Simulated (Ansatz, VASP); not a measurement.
# Cross-check of Pt2SeS between VASP and Ansatz, part 2 of 3

One calculation is typed for both programs; each brings its own data sets. How far apart do they land? The cell is generated by rule, not measured, and may not be a known phase. The cell is taken from a series of runs on this material, whose earlier steps may have relaxed, scaled, displaced or heated it; both programs get it as it stands.

VASP 6.6.1 and Ansatz 0.2.0.

So far: The starting structure; VASP: zone-centre phonons, LDA.

## Step 2: VASP: zone-centre phonons, LDA (continued)

Level of this step: LDA; plane waves and PAW (Pt, S, Se); invented cell (VASP).

OUTCAR, selected parts (step 2):

```text
ion  position               nearest neighbor table
   1  0.000  0.500  0.011-   3 2.31   3 2.31   4 2.40   4 2.40
   2  0.500  0.000  0.489-   3 2.31   3 2.31   4 2.40   4 2.40
   3  0.000  0.000  0.250-   1 2.31   2 2.31   1 2.31   2 2.31
   4  0.000  0.000  0.750-   1 2.40   2 2.40   1 2.40   2 2.40

  LATTYP: Found a simple tetragonal cell.
 ALAT       =     3.5271250522
 C/A-ratio  =     1.7619057366

 Subroutine GETGRP returns: Found  8 space group operations
 (whereof  4 operations were pure point group operations)

The static configuration has the point symmetry C_2v.
 The point group associated with its full space group is D_2d.

 Found     60 irreducible k-points:

   k-points           NKPTS =     60   k-points in BZ     NKDIM =     60   number of bands    NBANDS=     22

   dimension x,y,z NGX =    28 NGY =   28 NGZ =   48
   dimension x,y,z NGXF=    56 NGYF=   56 NGZF=   96

   ENCUT  =  500.0 eV  36.75 Ry    6.06 a.u.   6.43  6.43 11.33*2*pi/ulx,y,z

   NELECT =      32.0000    total number of electrons

 k-points in reciprocal lattice and weights: Automatic mesh
   0.00000000  0.00000000  0.00000000       0.003
   0.12500000  0.00000000  0.00000000       0.010
   0.25000000  0.00000000  0.00000000       0.010
   0.37500000  0.00000000  0.00000000       0.010
   0.50000000  0.00000000  0.00000000       0.005
   0.12500000  0.12500000  0.00000000       0.010
   0.25000000  0.12500000  0.00000000       0.021
   0.37500000  0.12500000  0.00000000       0.021
   0.50000000  0.12500000  0.00000000       0.010
[...]
0.50000000  0.37500000  0.50000000       0.010
   0.50000000  0.50000000  0.50000000       0.003

 average (electrostatic) potential at core
       1 -67.4675       2 -67.4675       3 -86.6235       4 -58.8000

 POSITION                                       TOTAL-FORCE (eV/Angst)
 -----------------------------------------------------------------------------------
      0.00000      1.76356      0.06794         0.000000      0.000000      0.010977
      1.76356      0.00000      3.03929         0.000000      0.000000     -0.010977
      0.00000      0.00000      1.55362         0.000000      0.000000      0.000000
      0.00000      0.00000      4.66085         0.000000      0.000000      0.000000
 -----------------------------------------------------------------------------------
    total drift:                                0.000000      0.000000     -0.000000

 MACROSCOPIC STATIC DIELECTRIC TENSOR (including local field effects in DFT)
 ------------------------------------------------------
          14.692805     0.000000     0.000000
           0.000000    14.692805     0.000000
           0.000000     0.000000    23.609875
 ------------------------------------------------------

 PIEZOELECTRIC TENSOR (including local field effects)  for field in x, y, z        (C/m^2)
          XX          YY          ZZ          XY          YZ          ZX
  --------------------------------------------------------------------------------
  x     0.00000     0.00000     0.00000     0.00000     0.00000     0.04438
  y     0.00000     0.00000     0.00000     0.00000    -0.04438     0.00000
  z     0.03663    -0.03663    -0.00000     0.00000     0.00000     0.00000

 BORN EFFECTIVE CHARGES (including local field effects) (in |e|, cummulative output)
 ---------------------------------------------------------------------------------
 ion    1
    1    -2.22460     0.00000     0.00000
    2     0.00000     0.40820     0.00000
    3     0.00000     0.00000    -0.99537
 ion    2
    1     0.40820     0.00000     0.00000
    2     0.00000    -2.22460     0.00000
    3     0.00000     0.00000    -0.99537
 ion    3
    1     0.68752     0.00000     0.00000
    2     0.00000     0.68752     0.00000
    3     0.00000     0.00000     1.16260
 ion    4
    1     1.12889     0.00000     0.00000
    2     0.00000     1.12889     0.00000
    3     0.00000     0.00000     0.82813

 Eigenvectors and eigenvalues of the dynamical matrix
 ----------------------------------------------------

   1 f  =   13.272580 THz    83.394082 2PiTHz  442.725626 cm-1    54.890957 meV
             X         Y         Z           dx          dy          dz
      0.000000  1.763563  0.067941    -0.000000    0.000000    0.144955
      1.763563  0.000000  3.039290    -0.000000    0.000000    0.144955
      0.000000  0.000000  1.553615     0.000000   -0.000000   -0.965653
      0.000000  0.000000  4.660846     0.000000    0.000000    0.159659

   2 f  =   11.120897 THz    69.874659 2PiTHz  370.953209 cm-1    45.992316 meV
             X         Y         Z           dx          dy          dz
      0.000000  1.763563  0.067941    -0.122409   -0.152711    0.000000
      1.763563  0.000000  3.039290    -0.342504   -0.054578    0.000000
      0.000000  0.000000  1.553615     0.809788    0.361056    0.000000
      0.000000  0.000000  4.660846     0.214759    0.095754   -0.000000

   3 f  =   11.120897 THz    69.874659 2PiTHz  370.953209 cm-1    45.992316 meV
             X         Y         Z           dx          dy          dz
      0.000000  1.763563  0.067941    -0.054578    0.342504   -0.000000
      1.763563  0.000000  3.039290    -0.152711    0.122409   -0.000000
      0.000000  0.000000  1.553615     0.361056   -0.809788    0.000000
      0.000000  0.000000  4.660846     0.095754   -0.214759   -0.000000

   4 f  =    8.819737 THz    55.416045 2PiTHz  294.194773 cm-1    36.475487 meV
             X         Y         Z           dx          dy          dz
      0.000000  1.763563  0.067941    -0.000000   -0.000000    0.299528
      1.763563  0.000000  3.039290    -0.000000   -0.000000    0.299528
      0.000000  0.000000  1.553615    -0.000000   -0.000000   -0.059523
      0.000000  0.000000  4.660846     0.000000    0.000000   -0.903893

   5 f  =    7.023717 THz    44.131316 2PiTHz  234.285984 cm-1    29.047747 meV
             X         Y         Z           dx          dy          dz
      0.000000  1.763563  0.067941    -0.016718    0.320051   -0.000000
      1.763563  0.000000  3.039290    -0.088148    0.060702   -0.000000
      0.000000  0.000000  1.553615    -0.100494    0.364877   -0.000000
      0.000000  0.000000  4.660846     0.228820   -0.830807   -0.000000

   6 f  =    7.023717 THz    44.131316 2PiTHz  234.285984 cm-1    29.047747 meV
             X         Y         Z           dx          dy          dz
      0.000000  1.763563  0.067941     0.060702    0.088148   -0.000000
      1.763563  0.000000  3.039290     0.320051    0.016718   -0.000000
      0.000000  0.000000  1.553615     0.364877    0.100494   -0.000000
      0.000000  0.000000  4.660846    -0.830807   -0.228820   -0.000000

   7 f  =    5.024382 THz    31.569125 2PiTHz  167.595354 cm-1    20.779166 meV
             X         Y         Z           dx          dy          dz
      0.000000  1.763563  0.067941     0.000000    0.000000   -0.707107
      1.763563  0.000000  3.039290    -0.000000   -0.000000    0.707107
      0.000000  0.000000  1.553615    -0.000000   -0.000000    0.000000
      0.000000  0.000000  4.660846    -0.000000    0.000000   -0.000000

   8 f  =    2.961538 THz    18.607889 2PiTHz   98.786260 cm-1    12.247930 meV
             X         Y         Z           dx          dy          dz
      0.000000  1.763563  0.067941     0.355625   -0.531742   -0.000000
      1.763563  0.000000  3.039290    -0.278164    0.679817   -0.000000
      0.000000  0.000000  1.553615    -0.037947   -0.072539   -0.000000
      0.000000  0.000000  4.660846    -0.097839   -0.187031   -0.000000

   9 f  =    2.961538 THz    18.607889 2PiTHz   98.786260 cm-1    12.247930 meV
             X         Y         Z           dx          dy          dz
      0.000000  1.763563  0.067941     0.679817    0.278164    0.000000
      1.763563  0.000000  3.039290    -0.531742   -0.355625   -0.000000
      0.000000  0.000000  1.553615    -0.072539    0.037947   -0.000000
      0.000000  0.000000  4.660846    -0.187031    0.097839    0.000000

  10 f/i=    0.000779 THz     0.004894 2PiTHz    0.025984 cm-1     0.003222 meV
             X         Y         Z           dx          dy          dz
      0.000000  1.763563  0.067941    -0.000000   -0.000000   -0.623916
      1.763563  0.000000  3.039290    -0.000000   -0.000000   -0.623916
      0.000000  0.000000  1.553615    -0.000000   -0.000000   -0.252926
      0.000000  0.000000  4.660846    -0.000000   -0.000000   -0.396845

  11 f/i=    0.000901 THz     0.005664 2PiTHz    0.030069 cm-1     0.003728 meV
             X         Y         Z           dx          dy          dz
      0.000000  1.763563  0.067941    -0.505031    0.366407   -0.000000
      1.763563  0.000000  3.039290    -0.504766    0.366600   -0.000000
      0.000000  0.000000  1.553615    -0.204644    0.148551   -0.000000
      0.000000  0.000000  4.660846    -0.321227    0.233177   -0.000000

  12 f/i=    0.000901 THz     0.005664 2PiTHz    0.030069 cm-1     0.003728 meV
             X         Y         Z           dx          dy          dz
      0.000000  1.763563  0.067941     0.366600    0.504766   -0.000000
      1.763563  0.000000  3.039290     0.366407    0.505031   -0.000000
      0.000000  0.000000  1.553615     0.148551    0.204644   -0.000000
      0.000000  0.000000  4.660846     0.233177    0.321227   -0.000000

 MACROSCOPIC STATIC DIELECTRIC TENSOR IONIC CONTRIBUTION
 ------------------------------------------------------
           2.180215     0.000000     0.000000
           0.000000     2.180215    -0.000000
           0.000000    -0.000000     0.277604
 ------------------------------------------------------

 ELASTIC MODULI CONTR FROM IONIC RELAXATION (kBar)
 Direction    XX          YY          ZZ          XY          YZ          ZX
 --------------------------------------------------------------------------------
 XX        -476.3116    470.7530     -1.7222      0.0000     -0.0000      0.0000
 YY         470.7530   -476.3116     -1.7222      0.0000      0.0000     -0.0000
 ZZ          -1.7222     -1.7222     -1.0672      0.0000     -0.0000     -0.0000
 XY           0.0000      0.0000      0.0000      0.0000      0.0000      0.0000
 YZ          -0.0000      0.0000     -0.0000      0.0000  -1019.9151      0.0000
 ZX           0.0000     -0.0000     -0.0000      0.0000      0.0000   -922.1020
 --------------------------------------------------------------------------------

 PIEZOELECTRIC TENSOR IONIC CONTR  for field in x, y, z        (C/m^2)
          XX          YY          ZZ          XY          YZ          ZX
  --------------------------------------------------------------------------------
  x     0.00000    -0.00000     0.00000     0.00000     0.00000    -0.17391
  y     0.00000    -0.00000    -0.00000     0.00000     0.17746    -0.00000
  z     0.01655    -0.01655    -0.00000     0.00000    -0.00000    -0.00000
```

(Part 2 of 3 ends here.)

[Lines on the potential files, build, host, timing and source positions are cut from VASP's logs without a mark.]

[Logs are printed without paths, hosts, clocks, repeated set-up lines and the standing remarks that a program may print on its own settings, such as how far it seeks lower states.]

[Hosts, paths, dates, database ids (printed as entryN), source tags and the programs' standing remarks are cut or masked in the printed files.]
